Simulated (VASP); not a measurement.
Input:

```
KMgH3
1.0
    4.02500     0.00000     0.00000
    0.00000     4.02500     0.00000
    0.00000     0.00000     4.02500
H Mg K
3 1 1
Cartesian
  0.00000   2.01250   2.01250
  2.01250   0.00000   2.01250
  2.01250   2.01250   0.00000
  2.01250   2.01250   2.01250
  0.00000   0.00000   0.00000
```

Calculation: LDA (Ceperley-Alder, Perdew-Zunger), VASP's LDA PAW potentials (set 64) (plane waves; VASP). Run with 300 eV cut-off, 7×7×7 Γ-centred mesh, Gaussian smearing of 0.27 eV, potentials H Mg K_sv.

At this cut-off the stress carries a Pulay error, which pulls relaxed volumes low.

**Question.** Give the stress tensor in GPa (positive for a compressed cell).

**Answer.** 
```
-4.21   0.00   0.00
 0.00  -4.21   0.00
 0.00   0.00  -4.21
```
The pressure is its mean diagonal, -4.21 GPa.

The structure comes from a measured KMgH3 entry of the Crystallography Open Database, whose conditions weren't checked. The cell was not relaxed at this level.
